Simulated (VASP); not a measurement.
Calculation: PBEsol GGA, VASP's PBE PAW potentials (set 64) (plane waves; VASP 6.6.1).

VASP ran on this input.

**KPOINTS**
```
Automatic mesh
0
Gamma
15 15 15
0 0 0
```

**INCAR**
```
LREAL=.FALSE.   ! projection in real space or not
LWAVE=.FALSE.
ENCUT=520   ! plane-wave cut-off (eV)
LMAXMIX=6   ! l cut-off of mixed one-centre charges
GGA=PS
ISIF=2
LORBIT=11   ! lm-projected
NELM=100   ! most electronic steps
SYSTEM=TaO
ISMEAR=-5   ! tetrahedra, Bloechl
LCHARG=.TRUE.
LASPH=.TRUE.
ALGO=Normal
NEDOS=601   ! DOS grid
EDIFF=1E-7
PREC=Accurate
```

### POSCAR
```
TaO
3.3594870
  0.0000000000   0.7071067692   0.7071067692
  0.7071067692   0.0000000000   0.7071067692
  0.7071067692   0.7071067692   0.0000000000
Ta O
1 1
Cart
  0.0000000000   0.0000000000   0.0000000000
  0.3535533846   0.3535533846   0.3535533846
```

POTCAR, in this order: Ta_pv O (PBE.64 set). Program: vasp_std.

Output

### OSZICAR
```
       N       E                     dE             d eps       ncg     rms          rms(c)
DAV:   1     0.111701459608E+03    0.11170E+03   -0.95254E+03  2880   0.139E+03
DAV:   2    -0.178505270761E+02   -0.12955E+03   -0.12536E+03  3456   0.352E+02
DAV:   3    -0.227233254068E+02   -0.48728E+01   -0.47554E+01  3532   0.663E+01
DAV:   4    -0.227725273003E+02   -0.49202E-01   -0.49154E-01  3384   0.694E+00
DAV:   5    -0.227731786238E+02   -0.65132E-03   -0.65083E-03  3712   0.638E-01    0.218E+01
DAV:   6    -0.203768378549E+02    0.23963E+01   -0.14291E+01  3172   0.379E+01    0.965E+00
DAV:   7    -0.201594316757E+02    0.21741E+00   -0.10928E+00  3212   0.100E+01    0.662E+00
DAV:   8    -0.201255748162E+02    0.33857E-01   -0.13609E-01  3344   0.415E+00    0.432E-01
DAV:   9    -0.201231254531E+02    0.24494E-02   -0.13658E-02  3260   0.127E+00    0.520E-01
DAV:  10    -0.201230022520E+02    0.12320E-03   -0.41337E-04  3524   0.240E-01    0.403E-02
DAV:  11    -0.201230019112E+02    0.34080E-06   -0.26007E-05  3700   0.566E-02    0.985E-03
DAV:  12    -0.201230012455E+02    0.66572E-06   -0.27898E-06  3456   0.166E-02    0.109E-03
DAV:  13    -0.201230012059E+02    0.39583E-07   -0.16801E-07  2836   0.368E-03
   1 F= -.20123001E+02 E0= -.20123001E+02  d E =0.000000E+00
```

### OUTCAR
```
------------------------ aborting loop because EDIFF is reached ----------------------------------------
  FORCE on cell =-STRESS in cart. coord.  units (eV):
  Direction    XX          YY          ZZ          XY          YZ          ZX
  --------------------------------------------------------------------------------------
  Total       -0.0006302     -0.0006302     -0.0006302      0.0000000      0.0000000      0.0000000
  in kB       -0.0376606     -0.0376606     -0.0376606      0.0000000      0.0000000      0.0000000
  external PRESSURE =      -0.0376606 kB  Pullay stress =       0.0000000 kB
  volume of cell :       26.81
      direct lattice vectors                 reciprocal lattice vectors
     0.000000000  2.375515999  2.375515999    -0.210480586  0.210480586  0.210480586
     2.375515999  0.000000000  2.375515999     0.210480586 -0.210480586  0.210480586
     2.375515999  2.375515999  0.000000000     0.210480586  0.210480586 -0.210480586
 POSITION                                       TOTAL-FORCE (eV/Angst)
 -----------------------------------------------------------------------------------
      0.00000      0.00000      0.00000        -0.000000     -0.000000     -0.000000
      1.18776      1.18776      1.18776         0.000000      0.000000      0.000000
 -----------------------------------------------------------------------------------
    total drift:                               -0.000000     -0.000000     -0.000000
  FREE ENERGIE OF THE ION-ELECTRON SYSTEM (eV)
  ---------------------------------------------------
  free  energy   TOTEN  =       -20.1230012059 eV

  energy  without entropy=      -20.1230012059  energy(sigma->0) =      -20.12300121

 total charge

# of ion       s       p       d       tot
------------------------------------------
    1        0.276   6.198   2.299   8.773
    2        1.572   3.516   0.000   5.087
--------------------------------------------------
tot          1.848   9.713   2.299  13.860
```
(Selected blocks of OUTCAR.)

For a metal the tetrahedron method with Blöchl corrections gives inexact stress and forces.

The structure was generated: TaO was put into the zinc blende type (F-43m), which need not be its known phase. It was relaxed first, which changed the volume by -34 %. The electron count is odd and the run is not spin-polarised, which forces a metal.
